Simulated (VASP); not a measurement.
```
GaZnPS
1.0
    1.89040     1.09142     6.18184
   -1.89040     1.09142     6.18184
    0.00000    -2.18285     6.18184
Zn Ga P S
1 1 1 1
Direct
  0.99863   0.99863   0.99863
  0.50103   0.50103   0.50103
  0.87440   0.87440   0.87440
  0.37594   0.37594   0.37594
```

All values below come from LDA (Ceperley-Alder, Perdew-Zunger), VASP's LDA PAW potentials (set 64) (plane waves; VASP). Settings: 400 eV cut-off, 8×8×8 Γ-centred mesh, tetrahedra with Blöchl corrections, potentials Zn Ga_d P S.

The cores are frozen, which limits the accuracy of field gradients.

Task: Give the principal components of the electric field gradient (V/Å²) and the asymmetry η at each nucleus.

Result: 
```json
[
 {"atom": "Zn1", "Vxx": "17.2", "Vyy": "17.2", "Vzz": "-34.4", "η": "0.00"},
 {"atom": "Ga2", "Vxx": "-31.2", "Vyy": "-31.2", "Vzz": "62.3", "η": "0.00"},
 {"atom": "P3", "Vxx": "9.1", "Vyy": "9.1", "Vzz": "-18.2", "η": "0.00"},
 {"atom": "S4", "Vxx": "-12.2", "Vyy": "-12.2", "Vzz": "24.5", "η": "0.00"}
]
```

The structure comes from a computed database's ZnGaPS entry (R3m); how it stands against other phases isn't given here. It was relaxed first, which changed the volume by -7 %.
